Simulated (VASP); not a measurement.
# GW on BN (Qingsongite): a test of the settings, part 3 of 3

How far does the GW correction to the gap of BN (Qingsongite) depend on the settings? The starting structure is a measured crystal structure from the Crystallography Open Database. Cell and atoms stay as given.

VASP 6.6.1.

Results so far: G0W0 (response cutoff 100 eV, 6×6×6 mesh) 5.74 eV; G0W0 (response cutoff 160 eV, 6×6×6 mesh) 5.97 eV; G0W0 (response cutoff 240 eV, 6×6×6 mesh) 6.11 eV; GW0 with iterated eigenvalues (response cutoff 160 eV, 6×6×6 mesh) 6.21 eV; G0W0 (response cutoff 100 eV, 8×8×8 mesh) 5.74 eV.

## (7) G0W0 (response cutoff 100 eV, 6×6×6 mesh, 12 empty bands)

Level of this step: G0W0 on LDA; plane waves and PAW (N_GW, B_GW) (VASP).

It reads the orbitals and their derivatives (WAVECAR and WAVEDER) of a run with the empty bands, which follows a ground-state run; neither is shown.

Input file INCAR:

```
SYSTEM = BN
PREC = Accurate
ENCUT = 450
ISMEAR = 0
SIGMA = 0.01
LREAL = .FALSE.
GGA = CA
NBANDS = 16
ALGO = EVGW0
NELMGW = 1
ENCUTGW = 100
NOMEGA = 40
PRECFOCK = Fast
NBANDSGW = 16
LWAVE = .FALSE.
LCHARG = .FALSE.
```

Input file POSCAR:

```
BN
1.0
    0.0000000000      1.8075000000      1.8075000000
    1.8075000000      0.0000000000      1.8075000000
    1.8075000000      1.8075000000      0.0000000000
N B
1 1
Direct
    0.7500000000      0.7500000000      0.7500000000
    0.0000000000      0.0000000000      0.0000000000
```

Input file KPOINTS:

```
Automatic mesh
0
Gamma
6 6 6
0 0 0
```

The projector-augmented-wave data sets are N_GW and B_GW (LDA family, release 64).

On the command line:

```sh
mpirun -np 8 vasp_std
```

What it wrote:

```text
[banner, memory and clock lines left out]
running    8 mpi-ranks, on    1 nodes
[...]
[... a notice as in an earlier step ...]

 [... a notice as in an earlier step ...]

 LDA part: xc-table for (Slater(with rela. corr.)+CA(PZ))
 , standard interpolation
 found WAVECAR, reading the header
 POSCAR, INCAR and KPOINTS ok, starting setup
[...]
reading WAVECAR
 the WAVECAR file was read successfully
 initial charge from wavefunction
 available memory per node:     34.16 GB, setting MAXMEM to     34984

 The Fermi energy was updated, please check that it is located mid-gap
 values below the HOMO (VB) or above the LUMO (CB) will cause erroneous energies
 E-fermi :   9.6433

 calculate exact exchange contribution
 the WAVEDER file was read successfully
energies w=
    0.000    0.000    1.531    0.000    3.053    0.000    4.558    0.000
    6.039    0.000    7.492    0.000    8.913    0.000   10.302    0.000
   11.661    0.000   12.993    0.000   14.300    0.000   15.590    0.000
[...]
total number of BLAS operations          4.63 Gflops
NQ=  12   -0.3333    0.3333    0.0000,
|.........|.........|.........|.........|.........|.........|.........|.........
 performed        941000 updates of chi_q(r,r)
 total number of BLAS operations          5.12 Gflops
NQ=  13    0.5000    0.5000    0.0000,
|.........|.........|.........|.........|.........|.........|.........|.........
 performed        985000 updates of chi_q(r,r)
 total number of BLAS operations          5.29 Gflops
NQ=  14    0.5000    0.3333    0.1667,
|.........|.........|.........|.........|.........|.........|.........|.........
 performed       1108000 updates of chi_q(r,r)
 total number of BLAS operations          6.12 Gflops
NQ=  15   -0.3333    0.3333    0.1667,
|.........|.........|.........|.........|.........|.........|.........|.........
 performed       1222000 updates of chi_q(r,r)
 total number of BLAS operations          6.95 Gflops
NQ=  16   -0.3333    0.5000    0.1667,
|.........|.........|.........|.........|.........|.........|.........|.........
 performed       1313000 updates of chi_q(r,r)
 total number of BLAS operations          7.53 Gflops
 resolving degeneracies of screened two electron integrals

 calculate QP shifts <psi_nk| G(iteration)W_0 |psi_nk>: iteration 1
 entering main loop
```

Wall time 9.2 s (8 MPI ranks of Intel Xeon 6975P-C (Granite Rapids), shared host); peak memory 0.86 GiB.

From OUTCAR (step 7):

```text
 QP shifts <psi_nk| G(iteration)W_0 |psi_nk>: iteration 1
 for sc-GW calculations column KS-energies equals QP-energies in previous step
 and V_xc(KS)=  KS-energies - (<T + V_ion + V_H > + <T+V_H+V_ion>^1  + <V_x>^1)
 k-point   1 :       0.0000    0.0000    0.0000
  band No.  KS-energies  QP-energies   sigma(KS)   V_xc(KS)     V^pw_x(r,r')   Z            occupation Imag(sigma)
      1     -12.5991     -14.2337     -17.5270     -15.4303     -26.3577       0.7796       2.0000       1.6832
      2       7.4707       7.5519     -18.3275     -18.4254     -21.8368       0.8286       2.0000       0.1309
      3       7.4707       7.5519     -18.3275     -18.4254     -21.8368       0.8286       2.0000       0.1309
      4       7.4707       7.5519     -18.3275     -18.4254     -21.8368       0.8286       2.0000       0.1309
      5      16.1567      18.4991     -11.3465     -14.1502      -7.0230       0.8355       0.0000      -0.1402
      6      16.1567      18.4991     -11.3465     -14.1502      -7.0230       0.8355       0.0000      -0.1402
      7      16.1567      18.4991     -11.3465     -14.1502      -7.0230       0.8355       0.0000      -0.1402
      8      17.9072      19.7570     -13.2464     -15.5093      -8.3641       0.8174       0.0000      -0.1828
    ...

[... 1 part as in an earlier step ...]

[... 2 further parts left out ...]
[key lines of the parts left out:]
E-fermi :   9.6433
```

G0W0 (response cutoff 100 eV, 6×6×6 mesh, 12 empty bands): the quasiparticle gap on this mesh is 5.797 eV, +1.452 eV from the LDA gap on the same points, with 16 bands.

## (8) The runs compared

| run | LDA gap on the mesh (eV) | GW gap (eV) | correction (eV) | bands |
| --- | --- | --- | --- | --- |
| G0W0 (response cutoff 100 eV, 6×6×6 mesh) | 4.345 | 5.738 | 1.393 | 32 |
| G0W0 (response cutoff 160 eV, 6×6×6 mesh) | 4.345 | 5.968 | 1.623 | 56 |
| G0W0 (response cutoff 240 eV, 6×6×6 mesh) | 4.345 | 6.107 | 1.761 | 104 |
| GW0 with iterated eigenvalues (response cutoff 160 eV, 6×6×6 mesh) | 4.345 | 6.209 | 1.864 | 56 |
| G0W0 (response cutoff 100 eV, 8×8×8 mesh) | 4.347 | 5.735 | 1.388 | 32 |
| G0W0 (response cutoff 100 eV, 6×6×6 mesh, 12 empty bands) | 4.345 | 5.797 | 1.452 | 16 |

## (9) Results

```
gap, G0W0 (response cutoff 100 eV, 6×6×6 mesh)                          : 5.738 eV
gap, G0W0 (response cutoff 160 eV, 6×6×6 mesh)                          : 5.968 eV
gap, G0W0 (response cutoff 240 eV, 6×6×6 mesh)                          : 6.107 eV
gap, GW0 with iterated eigenvalues (response cutoff 160 eV, 6×6×6 mesh) : 6.209 eV
gap, G0W0 (response cutoff 100 eV, 8×8×8 mesh)                          : 5.735 eV
gap, G0W0 (response cutoff 100 eV, 6×6×6 mesh, 12 empty bands)          : 5.797 eV
```

What this shows: The correction to the LDA gap of BN (Qingsongite) is +1.393 eV at a response cutoff of 100 eV, +1.623 eV at a response cutoff of 160 eV, +1.761 eV at a response cutoff of 240 eV. The number of bands rises with the cutoff. On an 8×8×8 mesh in place of 6×6×6 the correction is +1.388 eV against +1.393 eV. The quasiparticle gap is indirect in all runs, and the LDA gap on the same mesh may lie between other points, in which case the correction mixes two transitions. Iterating the eigenvalues in G raises the gap by +0.241 eV. With 12 empty bands alone, a slip made on purpose, the correction is +1.452 eV against +1.393 eV. Errors of the two band edges can cancel in a gap, so a value close to the better runs would prove nothing. From a response cutoff of 160 to 240 eV the correction still moves by +0.139 eV, so cutoff and bands aren't shown to be converged. The LDA gap along the bands, from another run on this structure, is 4.342 eV. On the 6×6×6 mesh it is 4.345 eV, so this mesh comes close to the edges. On the 8×8×8 mesh it is 4.347 eV, so this mesh comes close to the edges. Further runs on this material are not shown.

[Lines on the potential files, build, host, timing and source positions are cut from VASP's logs without a mark.]

[Logs are printed without paths, hosts, clocks, repeated set-up lines and the standing remarks that a program may print on its own settings, such as how far it seeks lower states.]

[Hosts, paths, dates, database ids (printed as entryN), source tags and the programs' standing remarks are cut or masked in the printed files.]
